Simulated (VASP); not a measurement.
Calculation: PBEsol GGA, VASP's PBE PAW potentials (set 64) (plane waves; VASP 6.6.1).

The input files of a VASP run:

### INCAR
```
SYSTEM  =  Na
PREC  =  Accurate; ENCUT  =  480; LREAL  =  F
LASPH  =  T
EDIFF  =  1E-7; NELM  =  100; ALGO  =  Normal
ISMEAR  =  1; SIGMA  =  0.1
GGA  =  PS
ISIF  =  2
LWAVE  =  F; LCHARG  =  F
```

### POSCAR
```
Na
1
   -2.0680655568     2.0680655568     2.0680655568
    2.0680655568    -2.0680655568     2.0680655568
    2.0680655568     2.0680655568    -2.0680655568
Na
1
Direct
  0.0000000000   0.0000000000   0.0000000000
```

**KPOINTS**
```
Automatic mesh
0
gamma
 12 12 12
```

POTCAR, in this order: Na_pv (PBE.64 set). Program: vasp_std.

Output of the run:

### OUTCAR
```
 ion  position               nearest neighbor table
   1  0.000  0.000  0.000-
  LATTYP: Found a body centered cubic cell.
 ALAT       =     4.1361311136
 Subroutine PRICEL returns:
 Original cell was already a primitive cell.
 Subroutine GETGRP returns: Found 48 space group operations
The static configuration has the point symmetry O_h .
The dynamic configuration has the point symmetry O_h .
 Subroutine INISYM returns: Found 48 space group operations
 Subroutine IBZKPT returns following result:
 Found     72 irreducible k-points:

 Following reciprocal coordinates:
            Coordinates               Weight
  0.000000  0.000000  0.000000      1.000000
  0.083333  0.000000  0.000000     12.000000
  0.166667  0.000000  0.000000     12.000000
  0.250000  0.000000  0.000000     12.000000
  0.333333  0.000000  0.000000     12.000000
  0.416667  0.000000  0.000000     12.000000
  0.500000  0.000000  0.000000      6.000000
  0.083333  0.083333  0.000000     24.000000
  0.166667  0.083333  0.000000     48.000000
  0.250000  0.083333  0.000000     48.000000
...
```

### OSZICAR
```
       N       E                     dE             d eps       ncg     rms          rms(c)
DAV:   1     0.188504170038E+02    0.18850E+02   -0.38159E+03  1008   0.800E+02
DAV:   2    -0.103557878009E+01   -0.19886E+02   -0.19881E+02  1057   0.135E+02
DAV:   3    -0.139537684493E+01   -0.35980E+00   -0.35980E+00  1330   0.261E+01
DAV:   4    -0.139826013374E+01   -0.28833E-02   -0.28833E-02  1232   0.199E+00
DAV:   5    -0.139829483085E+01   -0.34697E-04   -0.34697E-04  1302   0.186E-01    0.241E-01
DAV:   6    -0.139651150667E+01    0.17833E-02   -0.32107E-03  1120   0.111E+00    0.145E-01
DAV:   7    -0.139598213759E+01    0.52937E-03   -0.28520E-03  1057   0.934E-01    0.455E-02
DAV:   8    -0.139592858687E+01    0.53551E-04   -0.20359E-04  1127   0.346E-01    0.192E-03
DAV:   9    -0.139592880161E+01   -0.21473E-06   -0.89305E-07  1218   0.135E-02    0.106E-03
DAV:  10    -0.139592878353E+01    0.18079E-07   -0.45539E-08   959   0.224E-03
   1 F= -.13959288E+01 E0= -.13956724E+01  d E =-.769126E-03
```

OUTCAR:
```
------------------------ aborting loop because EDIFF is reached ----------------------------------------
  FORCE on cell =-STRESS in cart. coord.  units (eV):
  Direction    XX          YY          ZZ          XY          YZ          ZX
  --------------------------------------------------------------------------------------
  Total        0.0365918      0.0365918      0.0365918      0.0000000     -0.0000000      0.0000000
  in kB        1.6570732      1.6570732      1.6570732      0.0000000     -0.0000000      0.0000000
  external PRESSURE =       1.6570732 kB  Pullay stress =       0.0000000 kB
  volume of cell :       35.38
      direct lattice vectors                 reciprocal lattice vectors
    -2.068065557  2.068065557  2.068065557     0.000000000  0.241771833  0.241771833
     2.068065557 -2.068065557  2.068065557     0.241771833  0.000000000  0.241771833
     2.068065557  2.068065557 -2.068065557     0.241771833  0.241771833  0.000000000
 POSITION                                       TOTAL-FORCE (eV/Angst)
 -----------------------------------------------------------------------------------
      0.00000      0.00000      0.00000         0.000000      0.000000     -0.000000
 -----------------------------------------------------------------------------------
    total drift:                                0.000000      0.000000      0.000000
  FREE ENERGIE OF THE ION-ELECTRON SYSTEM (eV)
  ---------------------------------------------------
  free  energy   TOTEN  =        -1.3959287835 eV

  energy  without entropy=       -1.3951596572  energy(sigma->0) =       -1.39567241
```
(Selected blocks of OUTCAR.)

The compound is Na in the bcc structure. It was relaxed first, which changed the volume by -8 %.
